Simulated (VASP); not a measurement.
Wanted: the native input for a VASP 6.6.1 run.

```yaml
Task: single point
Functional: LDA
Potentials_or_basis: VASP PAW LDA potentials, release 64 (Ru_pv, Te)
Cutoff: 520 eV
k_mesh: 6 × 6 × 5
Occupations: gaussian, width 0.05 eV
Spin: collinear spin, ferromagnetic start
Starting_moments: "[1.0, 0.0] μB"
Hubbard_terms: Ru d U = 8 eV
Further_INCAR_settings: ALGO = Normal; EDIFF = 1e-06
```

The structure of TeRu lies in POSCAR:

```
TeRu
1.0
    3.7950828900      0.0000000000      0.0000000000
   -1.8975414500      3.2866381900      0.0000000000
    0.0000000000      0.0000000000      3.7038128800
Ru Te
1 1
Direct
    0.0000000000      0.0000000000      0.0000000000
    0.6666666667      0.3333333333      0.5000000000
```

The cell comes from a database or a generator and needn't be the stable form of this composition.

The input as run:

INCAR

```
SYSTEM = TeRu
PREC = Accurate
ENCUT = 520
EDIFF = 1E-6
ISMEAR = 0
SIGMA = 0.05
LREAL = .False.
LASPH = .True.
NELM = 80
ALGO = Normal
ISIF = 2
LWAVE = .False.
LCHARG = .False.
ISPIN = 2
MAGMOM = 1 0
LORBIT = 11
LMAXMIX = 4
LDAU = .True.
LDAUTYPE = 2
LDAUL = 2 -1
LDAUU = 8 0
LDAUJ = 0 0
LDAUPRINT = 1
```

KPOINTS

```
regular mesh
0
Gamma
  6 6 5
  0 0 0
```

Potentials or basis: VASP PAW LDA potentials, release 64 (Ru_pv, Te).

Command:

```bash
$ cat potpaw_LDA.64/Ru_pv/POTCAR potpaw_LDA.64/Te/POTCAR > POTCAR
$ mpirun -np 1 vasp_std > vasp.out
```

Results of the run:

```json
{"Pressure": "-1.8 GPa", "Band gap on the k mesh": "none (metal or under the smearing width)", "Net moment": "2.28 μB per cell", "Site moments": "Ru +2.44; Te -0.15 μB", "Valence electrons inside the program's atomic spheres": "Ru 12.51; Te 3.40"}
```

Caveat: the U is typed as a test and isn't derived for this compound.

It took 37 s on 1 thread of AMD EPYC 7R43 64-Core Processor (Zen 3), with other jobs on the host, peak memory 0.13 GiB.
